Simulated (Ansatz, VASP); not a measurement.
# One calculation of ScZnF2, two programs

INCAR

```
SYSTEM = ScZnF2
PREC = Accurate
ENCUT = 600
EDIFF = 1E-7
ISMEAR = 0
SIGMA = 0.1
LREAL = .FALSE.
LASPH = .TRUE.
NELM = 100
ALGO = Normal
ISIF = 3
LWAVE = .FALSE.
LCHARG = .FALSE.
GGA = PE
IBRION = 2
NSW = 90
EDIFFG = -0.04
```

KPOINTS

```
regular mesh
0
G
  4 4 6
  0 0 0
```

Contents of POSCAR:

```
ScZnF2
1.0
    4.1367897400      0.0000000000      0.0000000000
    0.0000000000      4.1367897400      0.0000000000
    0.0000000000      0.0000000000      2.6935204800
Sc Zn F
1 1 2
Direct
    0.5000000000      0.5000000000      0.5000000000
    0.0000000000      0.0000000000      0.0000000000
    0.5000000000      0.0000000000      0.0000000000
    0.0000000000      0.5000000000      0.0000000000
```

Input for Ansatz:

```yaml
crystal:
  lattice:
    - [4.13678974, 0.0, 0.0]
    - [0.0, 4.13678974, 0.0]
    - [0.0, 0.0, 2.69352048]
  atoms:
    - { symbol: Sc, position: [0.5, 0.5, 0.5] }
    - { symbol: Zn, position: [0.0, 0.0, 0.0] }
    - { symbol: F, position: [0.5, 0.0, 0.0] }
    - { symbol: F, position: [0.0, 0.5, 0.0] }
basis:
  ecutwfc: 420
kpoints:
  mp_grid: { grid: [4, 4, 6] }
hamiltonian:
  xc: pbe
scf:
  occupations: { method: gaussian, width: 0.1 }
  lower_state_search: "off"
output:
  forces: true
  stress: true
  eigenvalues: true
relax:
  adjacent_minimum: "off"
  f_tol: 0.04
  max_steps: 70
  cell: { stress_tol: 0.4 }
```

Alike in both runs: task relaxation of cell and atoms; functional PBE; k mesh 4 × 4 × 6; occupations gaussian, width 0.1 eV; no spin polarisation.

|  | VASP | Ansatz |
| --- | --- | --- |
| version | VASP 6.6.1 | Ansatz 0.2.0 |
| potentials or method | VASP PAW PBE potentials, release 64 (Sc_sv, Zn, F) | scalar-relativistic, plane waves, PAW |
| plane-wave cutoff (eV) | 600 | 420 |
| valence electrons in the cell | 37 | 37 |

Ansatz gave:

| Property | Result |
| --- | --- |
| gap on the k mesh at the Fermi level, each at its own relaxed structure (eV) | none |
| relaxed volume (Å³/atom) | 14.12 |
| relaxed cell length with the largest relative difference (Å) | 2.821 |
| energy change over the relaxation (meV/atom) | -160 |

Which values does VASP return?

gap on the k mesh at the Fermi level, each at its own relaxed structure (eV): none; relaxed volume (Å³/atom): 14.10; relaxed cell length with the largest relative difference (Å): 2.825; energy change over the relaxation (meV/atom): -162.

A gap of «none» marks a metal or a gap that the smearing closes.

Caveats: the k mesh is coarse (spacing up to 0.39 Å⁻¹), so the values aren't converged; the volume moved by over 15 % at a fixed basis, so the end points are rough (VASP); an odd number of electrons without spin polarisation forces a metal; a magnetic or distorted state may lie lower.
